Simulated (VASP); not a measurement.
Energy against volume of ZnSe (zinc blende). All values below come from PBE0 hybrid, VASP's PBE PAW potentials (set 64) (plane waves; VASP 6.6.1).

| V (Å³/atom) | E (eV/atom) |
|---|---|
| 21.509 | -3.95754 |
| 22.218 | -3.97509 |
| 22.927 | -3.98204 |
| 23.636 | -3.97997 |
| 24.345 | -3.97026 |

### Question
Fit a third-order Birch-Murnaghan equation of state.

### Answer

The volume per atom comes out as 23.10 Å^3/atom, the bulk modulus is 635 kbar and the pressure derivative of the bulk modulus is 4.33. The lattice constant a comes out as 5.696 Å.

Measured: bulk modulus 62.4 GPa (computed value off by +1.8 %), as given by Cormac Toher et al., Physical Review Materials (2017), arXiv:1611.05714; a 5.668 Å (computed value off by +0.5 %), as given by Martin Albrecht et al., Physical review. B, Condensed matter (1997), arXiv:cond-mat/9706128. The calculation is for a static lattice, while the measured bulk modulus, a hold thermal and zero-point effects, which are part of the difference.

The compound is ZnSe in the zinc blende structure. It was relaxed first. The cell's shape comes from a PBE relaxation.
